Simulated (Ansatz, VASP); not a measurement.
# Cross-check of CdSe between VASP and Ansatz

Aim: how closely do two programs agree when they are given the same cell, functional and k mesh? The cell is taken from a series of runs on this material, whose earlier steps may have relaxed, scaled, displaced or heated it; both programs get it as it stands.

Program: Ansatz 0.2.0. Level of theory: plane waves, with VASP 6.6.1 beside it; relaxation of cell and atoms at PBE. Results are calculated unless marked as measured.

### 1. The starting structure

Symmetry: F-43m, No. 216, cubic system. Conventional cell: a = 6.197 Å, b = 6.197 Å, c = 6.197 Å, α = 90.00°, β = 90.00°, γ = 90.00°. Nearest to Cd lie 4 Se at 2.68 Å. Nearest to Se lie 4 Cd at 2.68 Å. Farther neighbours and most contacts between anions are not listed.

As a file:

```cif
data_structure
_symmetry_space_group_name_H-M 'P 1'
_symmetry_Int_Tables_number 1
_cell_length_a 4.3819
_cell_length_b 4.3819
_cell_length_c 4.3819
_cell_angle_alpha 60.000
_cell_angle_beta 60.000
_cell_angle_gamma 60.000
_cell_volume 59.49
loop_
_atom_site_label
_atom_site_type_symbol
_atom_site_fract_x
_atom_site_fract_y
_atom_site_fract_z
_atom_site_occupancy
Cd1 Cd 0.00000 0.00000 0.00000 1
Se2 Se 0.75000 0.75000 0.75000 1
```

### 2. Ansatz: relaxation of cell and atoms, PBE

Ansatz runs on its PAW soft_1 files.

The relaxed volume is the usual yardstick between codes: in a stiff, nearly cubic crystal its relative difference is about their pressure difference at one cell divided by the bulk modulus.

File input.yaml:

```yaml
crystal:
  lattice:
    - [0.0, 3.0984842802, 3.0984842802]
    - [3.0984842802, 0.0, 3.0984842802]
    - [3.0984842802, 3.0984842802, 0.0]
  atoms:
    - { symbol: Cd, position: [0.0, 0.0, 0.0] }
    - { symbol: Se, position: [0.75, 0.75, 0.75] }
kpoints:
  mp_grid: { grid: [12, 12, 12] }
hamiltonian:
  xc: pbe
  pseudopotentials: { kind: paw, azcp: { folder: soft_1 } }
scf:
  occupations: { method: fixed }
output:
  forces: true
  stress: true
  eigenvalues: true
  write_density: true
  write_potential: true
  elf: true
  volumetric_format: npy
relax:
  adjacent_minimum: "off"
  f_tol: 0.001
  max_steps: 60
  cell: { stress_tol: 0.01 }
```

Run with:

```
> ansatz run input.yaml --threads 4 --pin off --max-ram 10240MiB --backend cpu --events-out ev --progress --plain --runs-dir out
```

Numbers of over 12 decimals in the logs are rounded to 6 here.

The program printed:

```text
Engine: ansatz 0.2.0, x86_64-unknown-linux-gnu
Pseudopotentials: kind: paw
Pseudopotential: Cd, paw, valence charge 20, recommended cutoff 420 eV (normal), soft_1/Cd.paw.azcp
Pseudopotential: Se, paw, valence charge 16, recommended cutoff 420 eV (normal), soft_1/Se.paw.azcp
Functional definition: PBE
  parameter kappa = 0.804
  parameter beta = 0.066725
  exchange = pbe_x(kappa = kappa, mu = beta*pi^2/3)
  correlation = pbe_c(beta = beta)
Crystal: 2 atoms, lattice volume = 59.495 Å³
Basis set: ecut = 420 eV, 1211 PW (Γ), exchange–correlation on 60×60×60 points (8 copies of the dense FFT grid, shifted against one another)
Bands: 22, of which v1, the nominal top of the filled ones, is band 18 counted from 1 (17 counted from 0)
Symmetry: 24 space group operations
Space group: F-43m (ITA 216), of the structure as read, at distance tolerance 3.9e-5 Å
k-points: 72 of 1728 (time reversal used)
Non-local potential: Cd, projectors of the file, l = 0: 3, l = 1: 2, l = 2: 2, l = 3: 1
Non-local potential: Se, projectors of the file, l = 0: 2, l = 1: 2, l = 2: 3, l = 3: 1
PAW form: soft (Blöchl's): semilocal exchange-correlation on the pseudo side does not see the compensation charge
PAW one-centre angular grid: Cd, 590 points (default); XC on 64 Gauss nodes
PAW one-centre angular grid: Se, 590 points (default); XC on 64 Gauss nodes
Initial density: superposition of atomic densities (chi_scale 0.1, normalization cell, long waves kept (reshape's long-wave potential 0.00 eV rms))
Initial wavefunctions: pseudopotential atomic-orbital guess
Functional: x = pbe(κ = 0.804, μ = 0.219515), c = pbe(β = 0.066725)
SCF iter   1: F=—  HF=-13725.443073 eV  |F-HF|=—  |Δ(HF+E_count)|=         —  Δρ=5.01e-2  dr2=1.52e0  ethr=3.10e-3  ⟨swp⟩=4.7  Hψ=5856  notcnv=0  defer=139
preconditioner: auto → none  [insulator: Δε(μ)=0.101 eV  Ē_g=12.669 eV  n_scr=14 (ndim 8)  ℏωp=20.4 eV  f_vac=0.187  ε∞_Penn≈3.6]
SCF iter   2: F=—  HF=-13724.955046 eV  |F-HF|=—  |Δ(HF+E_count)|=   4.88e-1  Δρ=2.04e-2  dr2=2.19e-1  ethr=3.10e-3  ⟨swp⟩=3.9  Hψ=3923  notcnv=0  defer=134
SCF iter   3: F=—  HF=-13724.884377 eV  |F-HF|=—  |Δ(HF+E_count)|=   7.07e-2  Δρ=9.20e-3  dr2=2.79e-2  ethr=6.07e-4  ⟨swp⟩=2.6  Hψ=2625  notcnv=0  defer=136
SCF iter   4: F=—  HF=-13724.878703 eV  |F-HF|=—  |Δ(HF+E_count)|=   5.67e-3  Δρ=7.77e-4  dr2=1.56e-4  ethr=7.74e-5  ⟨swp⟩=2.3  Hψ=2952  notcnv=0  defer=131
SCF iter   5: F=—  HF=-13724.878827 eV  |F-HF|=—  |Δ(HF+E_count)|=   1.24e-4  Δρ=1.60e-4  dr2=5.60e-6  ethr=4.33e-7  ⟨swp⟩=2.0  Hψ=2748  notcnv=0  defer=140
SCF iter   6: F=—  HF=-13724.878842 eV  |F-HF|=—  |Δ(HF+E_count)|=   1.44e-5  Δρ=6.44e-5  dr2=2.09e-6  ethr=1.56e-8  ⟨swp⟩=2.0  Hψ=2956  notcnv=0  defer=135
SCF iter   7: F=—  HF=-13724.878841 eV  |F-HF|=—  |Δ(HF+E_count)|=   8.12e-7  Δρ=1.23e-5  dr2=8.57e-8  ethr=2.78e-10  ⟨swp⟩=8.9  Hψ=12555  notcnv=0
SCF iter   8: F=-13724.878841 eV  HF=-13724.878841 eV  |F-HF|=3.74e-9  |Δ(HF+E_count)|=   5.24e-8  Δρ=1.79e-6  dr2=1.58e-9  ethr=2.38e-10  ⟨swp⟩=7.1  Hψ=9332  notcnv=0
SCF 1 converged in 8 iterations: F = -13724.878841 eV  dr2 = 1.58e-9
  greatest PAW one-centre occupation: 1.000 electrons in one spin orbital (limit 2), on the Cd atom at site 0 (counted from 0), in its partial waves of l = 0
relax step   1: F+E_penalty+E_count = -13724.87884085 eV  Δ(F+E_penalty+E_count) = +0.000e0 eV  max|allowed force component| = 6.534e-17 eV/Å  Δτ_max = 0.0000 Å  P = -0.017 GPa  Ω = 59.495 Å³  (8 SCF iters, dr2 threshold 1.00e-7 eV, accepted)
[...]
relax step   2: F+E_penalty+E_count = -13724.87884612 eV  Δ(F+E_penalty+E_count) = -5.276e-6 eV  max|allowed force component| = 5.002e-17 eV/Å  Δτ_max = 0.0000 Å  P = +0.005 GPa  Ω = 59.465 Å³  energy of the carried Pulay correction = +4.178e-6 eV  (4 SCF iters, dr2 threshold 7.24e-10 eV, accepted)
[...]
relax step   3: F+E_penalty+E_count = -13724.87884381 eV  Δ(F+E_penalty+E_count) = +2.307e-6 eV  max|allowed force component| = 4.836e-17 eV/Å  Δτ_max = 0.0000 Å  P = +0.005 GPa  Ω = 59.465 Å³  stress off target by 5.17e-3 GPa  SCF on the basis re-selected at this cell (its energy is not comparable with the rows above)  (4 SCF iters)
basis re-selected at this cell: Δ(F+E_penalty+E_count) = +2.307e-6 eV, ΔP = +0.000 GPa vs the last step (what re-selecting the basis moved, of the pressure what is left beyond the Pulay correction that the steps carried, after the strain that the cell walked since its last selection, with what the two solves' SCF thresholds leave and, on support functions, any second-order correction that the steps lacked; it is no m [...]
SCF converged after 4 iterations
Free energy (F): -13724.878844 eV
Harris-Foulkes:  -13724.878844 eV  (|F-HF|=0.00e0)
Internal energy: -13724.878844 eV  (E = F + TS)
E sigma→0 (E₀):  -13724.878844 eV
Fermi energy:    6.528164 eV
--- Per-component energies (eV) ---
  E_band       = -919.692757
  E_kinetic    = 550.557636
  E_local      = -6753.654269  (includes V_loc(G=0)·N_el)
  E_nonlocal   = -234.125202
  E_hartree    = 3274.682796
  E_xc         = -241.462681
  E_vxc        = -286.150004  (∫ρ·V_xc dr)
  E_paw        = -6229.503426  (= ΣΔE_a)
  E_vpaw       = -745.686362  (= ΣTr[D̂ρ^β])
  E_aug_tail   = -0.000090  (compensation charges beyond the density's cutoff)
  E_ewald      = -4091.373608
  E_smearing   = -0.000000  (= −TS)
  E_closure    = 0.000000  (closes the sum)
  Σ components = -13724.878844   (vs F -13724.878844, Δ=0.00e0)
--- Forces (eV/Å), atoms counted from 1 ---
  atom   1  Cd     0.00000000     0.00000000     0.00000000
  atom   2  Se     0.00000000    -0.00000000    -0.00000000
  max |Σ_I F_I| component: 8.83e-17 eV/Å
--- Stress (GPa, compression-positive) ---
        0.005172      -0.000000      -0.000000
       -0.000000       0.005172       0.000000
       -0.000000       0.000000       0.005172
  P = ⅓ Tr σ = 0.0052 GPa (0.052 kbar)
--- Band table (eV; the first three rows and the last of 72) ---
  k-point 0: bands = [... 14 lower, -0.9096, 6.5282, 6.5282, 6.5282, 7.0225, 12.4658, 12.4658, 12.4658]
  k-point 1: bands = [... 14 lower, -0.9101, 5.8190, 6.4763, 6.4763, 7.6573, 12.3300, 12.5554, 12.5554]
  k-point 2: bands = [... 14 lower, -0.9102, 4.8969, 6.3408, 6.3408, 8.3231, 12.1936, 12.7662, 12.7662]
  k-point 71: bands = [... 14 lower, -0.4955, 2.8011, 4.4990, 4.5494, 11.3210, 11.7469, 12.8938, 14.1280]
--- Relaxed structure (2 steps of the walk, 2 accepted, 1 SCFs on fresh bases) ---
  F+E_penalty+E_count = -13724.87884381 eV   max|allowed force component| = 4.836e-17 eV/Å   (the final SCF, on the basis selected at the relaxed cell)
  cell:  # Å, volume = 59.4651 Å³
    - [0, 3.097971, 3.097971]
    - [3.097971, 0, 3.097971]
    - [3.097971, 3.097971, 0]
  atoms:
    - { symbol: Cd, position: [0, 0, 0] }
    - { symbol: Se, position: [0.750000, 0.750000, 0.750000] }
```

In the SCF lines HF is the Harris–Foulkes energy and dr2 the Hartree energy of the density residual, in eV; the loop may stop once dr2 is under the threshold and the program's other checks hold. Hψ counts applications of the Hamiltonian.

### 3. VASP: relaxation of cell and atoms, PBE

The same cell, functional and mesh now go to VASP, with its own data sets.

Lines of VASP's logs that name or quote its potential files are left out, and so is its time.

File INCAR:

```
SYSTEM = CdSe
PREC = Accurate
ENCUT = 500
EDIFF = 1E-07
NELM = 120
ISMEAR = 0
SIGMA = 0.01
LREAL = .FALSE.
ALGO = Normal
GGA = PE
NBANDS = 15
LORBIT = 11
LWAVE = .FALSE.
LCHARG = .FALSE.
ISIF = 3
IBRION = 2
NSW = 80
EDIFFG = -0.005
LASPH = .TRUE.
GGA_COMPAT = .FALSE.
NELMIN = 4
EFERMI = MIDGAP
```

File POSCAR:

```
CdSe
1.0
    0.0000000000      3.0984840000      3.0984840000
    3.0984840000      0.0000000000      3.0984840000
    3.0984840000      3.0984840000      0.0000000000
Cd Se
1 1
Direct
    0.0000000000      0.0000000000      0.0000000000
    0.7500000000      0.7500000000      0.7500000000
```

File KPOINTS:

```
Automatic mesh
0
Gamma
12 12 12
0 0 0
```

Potentials, in the order of the species: Cd and Se (PBE family, release 64).

Run with:

```
> mpirun -np 1 vasp_std
```

The program printed:

```text
[banner, memory and clock lines left out]
running    1 mpi-ranks, on    1 nodes
 distrk:  each k-point on    1 cores,    1 groups
 distr:  one band on    1 cores,    1 groups

 POSCAR found type information on POSCAR CdSe
 POSCAR found :  2 types and       2 ions
 LDA part: xc-table for (Slater+PW92), standard interpolation
 POSCAR, INCAR and KPOINTS ok, starting setup
 FFT: planning ... GRIDC
 FFT: planning ... GRID_SOFT
 FFT: planning ... GRID
 WAVECAR not read
 entering main loop
       N       E                     dE             d eps       ncg     rms          rms(c)
DAV:   1     0.105160426774E+03    0.10516E+03   -0.85761E+03  2192   0.103E+03
DAV:   2    -0.170433271078E+01   -0.10686E+03   -0.10152E+03  2580   0.255E+02
DAV:   3    -0.586528567974E+01   -0.41610E+01   -0.41533E+01  2524   0.524E+01
DAV:   4    -0.588406560339E+01   -0.18780E-01   -0.18779E-01  2741   0.357E+00
DAV:   5    -0.588418610668E+01   -0.12050E-03   -0.12050E-03  2629   0.248E-01    0.553E+00
DAV:   6    -0.551914095356E+01    0.36505E+00   -0.58859E-01  3056   0.909E+00    0.446E+00
DAV:   7    -0.549884752082E+01    0.20293E-01   -0.14241E-01  2356   0.260E+00    0.197E+00
DAV:   8    -0.549973679341E+01   -0.88927E-03   -0.12379E-02  2475   0.141E+00    0.241E-01
DAV:   9    -0.549994470136E+01   -0.20791E-03   -0.14841E-03  2587   0.495E-01    0.480E-02
DAV:  10    -0.550001620500E+01   -0.71504E-04   -0.16697E-04  2545   0.165E-01    0.444E-02
DAV:  11    -0.550006663543E+01   -0.50430E-04   -0.86857E-05  2405   0.612E-02    0.172E-02
DAV:  12    -0.550006612205E+01    0.51338E-06   -0.24322E-06  2713   0.188E-02    0.618E-03
DAV:  13    -0.550006677711E+01   -0.65506E-06   -0.20545E-06  2363   0.768E-03    0.317E-03
DAV:  14    -0.550006675755E+01    0.19569E-07   -0.72854E-08  2186   0.215E-03
   1 F= -.55000668E+01 E0= -.55000668E+01  d E =-.550007E+01
 curvature:   0.00 expect dE= 0.000E+00 dE for cont linesearch  0.000E+00
 trial: gam= 0.00000 g(F)=  0.782E-48 g(S)=  0.488E-03 ort = 0.000E+00 (trialstep = 0.100E+01)
 search vector abs. value=  0.488E-03
 bond charge predicted
       N       E                     dE             d eps       ncg     rms          rms(c)
DAV:   1    -0.550613696199E+01   -0.60702E-02   -0.11515E-01  2300   0.401E+00    0.579E-01
DAV:   2    -0.550090706337E+01    0.52299E-02   -0.11882E-02  2335   0.154E+00    0.191E-01
DAV:   3    -0.550033456339E+01    0.57250E-03   -0.13056E-03  2643   0.375E-01    0.167E-01
DAV:   4    -0.550026315337E+01    0.71410E-04   -0.97752E-05  2251   0.809E-02    0.291E-02
DAV:   5    -0.550025807201E+01    0.50814E-05   -0.14318E-05  2664   0.511E-02    0.697E-03
DAV:   6    -0.550025799025E+01    0.81767E-07   -0.26458E-06  2314   0.213E-02    0.340E-03
DAV:   7    -0.550025823760E+01   -0.24736E-06   -0.29934E-07  2334   0.415E-03    0.190E-03
DAV:   8    -0.550025816254E+01    0.75061E-07   -0.36510E-08  1234   0.229E-03
   2 F= -.55002582E+01 E0= -.55002582E+01  d E =-.191405E-03
 trial-energy change:   -0.000191  1 .order   -0.000193   -0.000488    0.000103
 step:   0.8243(harm=  0.8261)  dis= 0.00000  next Energy=    -5.500267 (dE=-0.200E-03)
 bond charge predicted
       N       E                     dE             d eps       ncg     rms          rms(c)
DAV:   1    -0.550044842238E+01   -0.19018E-03   -0.35461E-03  2279   0.701E-01    0.100E-01
DAV:   2    -0.550028371047E+01    0.16471E-03   -0.37129E-04  2321   0.273E-01    0.329E-02
DAV:   3    -0.550026719599E+01    0.16514E-04   -0.40428E-05  2643   0.654E-02    0.286E-02
DAV:   4    -0.550026721929E+01   -0.23294E-07   -0.29922E-06  2279   0.144E-02    0.490E-03
DAV:   5    -0.550026757064E+01   -0.35136E-06   -0.42034E-07  2398   0.879E-03    0.142E-03
DAV:   6    -0.550026763274E+01   -0.62096E-07   -0.78915E-08  1164   0.367E-03
   3 F= -.55002676E+01 E0= -.55002676E+01  d E =-.200875E-03
 curvature:  -0.41 expect dE=-0.418E-08 dE for cont linesearch -0.418E-08
 trial: gam= 0.00000 g(F)=  0.130E-48 g(S)=  0.101E-07 ort =-0.222E-05 (trialstep = 0.965E+00)
 search vector abs. value=  0.102E-07
 reached required accuracy - stopping structural energy minimisation
```

Parts of OUTCAR (step 3):

```text
ion  position               nearest neighbor table
   1  0.000  0.000  0.000-   2 2.68   2 2.68   2 2.68   2 2.68
   2  0.750  0.750  0.750-   1 2.68   1 2.68   1 2.68   1 2.68

  LATTYP: Found a face centered cubic cell.
 ALAT       =     6.1969680000

 Subroutine GETGRP returns: Found 24 space group operations
 (whereof 24 operations were pure point group operations)

The static configuration has the point symmetry T_d .

 Found     72 irreducible k-points:

   k-points           NKPTS =     72   k-points in BZ     NKDIM =     72   number of bands    NBANDS=     15

   dimension x,y,z NGX =    32 NGY =   32 NGZ =   32
   dimension x,y,z NGXF=    64 NGYF=   64 NGZF=   64

   ENCUT  =  500.0 eV  36.75 Ry    6.06 a.u.   7.99  7.99  7.99*2*pi/ulx,y,z

   NELECT =      18.0000    total number of electrons

 k-points in reciprocal lattice and weights: Automatic mesh
   0.00000000  0.00000000  0.00000000       0.001
   0.08333333  0.00000000  0.00000000       0.005
   0.16666667  0.00000000  0.00000000       0.005
   0.25000000  0.00000000  0.00000000       0.005
   0.33333333  0.00000000  0.00000000       0.005
   0.41666667  0.00000000  0.00000000       0.005
   0.50000000  0.00000000  0.00000000       0.002
   0.08333333  0.08333333  0.00000000       0.003
   0.16666667  0.08333333  0.00000000       0.014
[...]
-0.33333333  0.50000000  0.16666667       0.007
  -0.25000000  0.50000000  0.25000000       0.003

 average (electrostatic) potential at core
       1 -40.3449       2 -56.8004

 E-fermi :   0.7176

 k-point     1 :       0.0000    0.0000    0.0000
  band No.  band energies     occupation
    ...
      5      -6.9589      2.00000
      6      -6.9589      2.00000
      7       0.4762      2.00000
      8       0.4762      2.00000
      9       0.4762      2.00000
     10       0.9589      0.00000
     11       6.4038      0.00000
     12       6.4038      0.00000
     13       6.4038      0.00000
     14      10.0155      0.00000
    ...

 k-point     2 :       0.0833    0.0000    0.0000
  band No.  band energies     occupation
    ...
      5      -6.9593      2.00000
      6      -6.9593      2.00000
      7      -0.2347      2.00000
      8       0.4247      2.00000
      9       0.4247      2.00000
     10       1.5965      0.00000
     11       6.2703      0.00000
     12       6.4931      0.00000
     13       6.4931      0.00000
     14      10.4143      0.00000
    ...

 k-point     3 :       0.1667    0.0000    0.0000
  band No.  band energies     occupation
    ...
      5      -6.9595      2.00000
      6      -6.9595      2.00000
      7      -1.1531      2.00000
      8       0.2903      2.00000
      9       0.2903      2.00000
     10       2.2615      0.00000
     11       6.1383      0.00000
     12       6.7030      0.00000
     13       6.7030      0.00000
     14      10.5261      0.00000
    ...

  Total       -0.0003739     -0.0003739     -0.0003739      0.0000000      0.0000000     -0.0000000
  in kB       -0.0100191     -0.0100191     -0.0100191      0.0000000      0.0000000     -0.0000000
  external PRESSURE =      -0.0100191 kB  Pullay stress =       0.0000000 kB

  energy-cutoff  :      500.00
  volume of cell :       59.79
      direct lattice vectors                 reciprocal lattice vectors
    -0.000000000  3.103543123  3.103543123    -0.161106187  0.161106187  0.161106187
     3.103543123  0.000000000  3.103543123     0.161106187 -0.161106187  0.161106187
     3.103543123  3.103543123  0.000000000     0.161106187  0.161106187 -0.161106187

 POSITION                                       TOTAL-FORCE (eV/Angst)
 -----------------------------------------------------------------------------------
      0.00000      0.00000      0.00000        -0.000000     -0.000000     -0.000000
      4.65531      4.65531      4.65531         0.000000      0.000000      0.000000
 -----------------------------------------------------------------------------------
    total drift:                               -0.000000     -0.000000     -0.000000

  FREE ENERGIE OF THE ION-ELECTRON SYSTEM (eV)
  ---------------------------------------------------
  free  energy   TOTEN  =        -5.5002676327 eV

  energy  without entropy=       -5.5002676327  energy(sigma->0) =       -5.50026763

 reached required accuracy - stopping structural energy minimisation

 total charge
# of ion       s       p       d       tot
------------------------------------------
    1        0.436   0.282   9.553  10.272
    2        1.446   2.365   0.018   3.830
--------------------------------------------------
tot          1.883   2.647   9.572  14.102

[... 3 further parts left out ...]
```

CONTCAR:

```
CdSe
   1.00000000000000
    -0.0000000000000000    3.1035431227426975    3.1035431227426975
     3.1035431227426975    0.0000000000000000    3.1035431227426975
     3.1035431227426975    3.1035431227426975    0.0000000000000000
  Cd              Se
     1     1
Direct
     0.0000000000000000    0.0000000000000000    0.0000000000000000
     0.7500000000000000    0.7500000000000000    0.7500000000000000
```

### 4. Differences

Known differences besides the potentials themselves: fixed occupations in Ansatz, narrow Gaussian smearing in VASP; the data sets hold 36 valence electrons in Ansatz (on its PAW soft_1 files) and 18 in VASP; the cutoff is 420 eV in Ansatz and 500 eV in VASP; Ansatz adds a Pulay correction to the stress that steers its cell, VASP none. Total energies have different zeros and are not compared.

Both answers:

```tsv
quantity	Ansatz	VASP	difference
volume (Å³)	59.47	59.79	-0.54 %
edge a after relaxation, in the typed setting (Å)	4.381	4.389	-0.18 %
```

### 5. What came out

```
difference in volume (relaxation of cell and atoms, PBE) : -0.54 %
```

The difference in volume is -0.54 % (relaxation of cell and atoms, PBE), within the 1.2 % picked in this series as the mark of a large difference, as far as the stopping tolerances let one tell. The data sets hold unlike numbers of valence electrons (36 in Ansatz and 18 in VASP), so part of the differences comes from the potentials. How closely two codes agree says nothing of how well the functional describes the real material.

[Lines on the potential files, build, host, timing and source positions are cut from VASP's logs without a mark.]

[Logs are printed without paths, hosts, clocks, repeated set-up lines and the standing remarks that a program may print on its own settings, such as how far it seeks lower states.]

[Hosts, paths, dates, database ids (printed as entryN), source tags and the programs' standing remarks are cut or masked in the printed files.]
